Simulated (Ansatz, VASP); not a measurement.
AlInSb2: VASP beside Ansatz

Contents of INCAR:

```
  PREC = Accurate
  ENCUT = 520
  EDIFF = 1E-7
  ISMEAR = 0
  SIGMA = 0.03
  LREAL = F
  LASPH = T
  NELM = 100
  ALGO = Fast
  ISIF = 2
  LWAVE = F
  LCHARG = F
  NBANDS = 21
```

Contents of KPOINTS:

```
Automatic mesh
0
Gamma
  8 8 6
```

Contents of POSCAR:

```
AlInSb2
1.0
    4.3652546170      0.0000000000      0.0000000000
    0.0000000000      4.3652546170      0.0000000000
    0.0000000000      0.0000000000      6.7653199790
Al In Sb
1 1 2
Direct
    0.0000000000      0.0000000000      0.0000000000
    0.5000000000      0.5000000000      0.5000000000
    0.0000000000      0.5000000000      0.2333653700
    0.5000000000      0.0000000000      0.7666346300
```

Input for Ansatz:

```yaml
crystal:
  lattice:
    - [4.365254617, 0.0, 0.0]
    - [0.0, 4.365254617, 0.0]
    - [0.0, 0.0, 6.765319979]
  atoms:
    - { symbol: Al, position: [0.0, 0.0, 0.0] }
    - { symbol: In, position: [0.5, 0.5, 0.5] }
    - { symbol: Sb, position: [0.0, 0.5, 0.23336537] }
    - { symbol: Sb, position: [0.5, 0.0, 0.76663463] }
basis:
  ecutwfc: 420
kpoints:
  mp_grid: { grid: [8, 8, 6] }
hamiltonian:
  xc: lda
scf:
  occupations: { method: gaussian, width: 0.03 }
output:
  forces: true
  stress: true
  eigenvalues: true
```

Alike in both runs: task single point; functional LDA; k mesh 8 × 8 × 6; occupations gaussian, width 0.03 eV; no spin polarisation.

```csv
,VASP,Ansatz
version,VASP 6.6.1,Ansatz 0.2.0
potentials or method,"VASP PAW LDA potentials, release 64 (Al, In_d, Sb)","scalar-relativistic, plane waves, PAW"
plane-wave cutoff (eV),520,420
valence electrons in the cell,26,46
```

Ansatz gave:

- gap on the k mesh at the Fermi level (eV): 0.02
- least direct gap on the mesh (eV): 0.02
- pressure (GPa): -2.1
- largest component of the traceless stress (GPa): 2.52
- rms of the force components (eV/Å): 0.046

Problem. Estimate VASP's values.

Solution. gap on the k mesh at the Fermi level (eV): 0.07; least direct gap on the mesh (eV): 0.07; pressure (GPa): -1.9; largest component of the traceless stress (GPa): 2.52; rms of the force components (eV/Å): 0.054.

Atom by atom the forces differ by 0.008 eV/Å (rms over components). The two sets of potentials don't hold the same shells in valence.

Caveats: spin-orbit coupling is left out, which moves the levels of the heavy elements. Expect the measured gap to be larger: semilocal functionals such as LDA lack the derivative discontinuity. A k mesh can miss the band edges.
